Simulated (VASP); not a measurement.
Given:

```xyz
3
Lattice="2.6814 0.0000 0.0000 0.0000 2.6814 0.0000 0.0000 0.0000 5.0984" Properties=species:S:1:pos:R:3 pbc="T T T"
Fe     0.0000     2.6814     0.0000
Si     1.3407     1.3407     3.7146
Si     1.3407     1.3407     1.3839
```

Level of theory: r2SCAN meta-GGA, VASP's PBE PAW potentials (set 64) (plane waves; VASP 6.6.1). Run with 400 eV cut-off, 13×13×7 Γ-centred mesh, tetrahedra with Blöchl corrections, potentials Fe Si.

Question: Give the energies of bands 2 to 11 at the high-symmetry points, in eV from the Fermi level.

Answer: 
| band | Γ | X | M | Z | R | A |
|---|---|---|---|---|---|---|
| 2 | -9.84 | -8.65 | -5.11 | -13.29 | -9.29 | -5.82 |
| 3 | -8.64 | -7.48 | -5.11 | -4.52 | -7.62 | -5.82 |
| 4 | -3.77 | -5.02 | -4.97 | -3.75 | -6.80 | -4.93 |
| 5 | -1.87 | -4.29 | -4.97 | -2.67 | -3.57 | -3.76 |
| 6 | -1.80 | -3.38 | -3.72 | -1.85 | -2.63 | -3.76 |
| 7 | -1.80 | -2.53 | -2.50 | -1.85 | -2.52 | -2.03 |
| 8 | -1.04 | -1.38 | 0.20 | -1.04 | -1.39 | 0.20 |
| 9 | 4.68 | 0.07 | 0.76 | 2.56 | 0.59 | 0.23 |
| 10 | 4.68 | 1.44 | 2.66 | 5.91 | 2.40 | 0.23 |
| 11 | 6.93 | 2.40 | 2.97 | 5.91 | 4.96 | 1.14 |

It has no gap at this level: it comes out as a metal or semimetal.

The structure comes from a computed database's FeSi2 entry (P4/mmm); how it stands against other phases isn't given here. It was relaxed first. The run is not spin-polarised, so no magnetic state was tried.
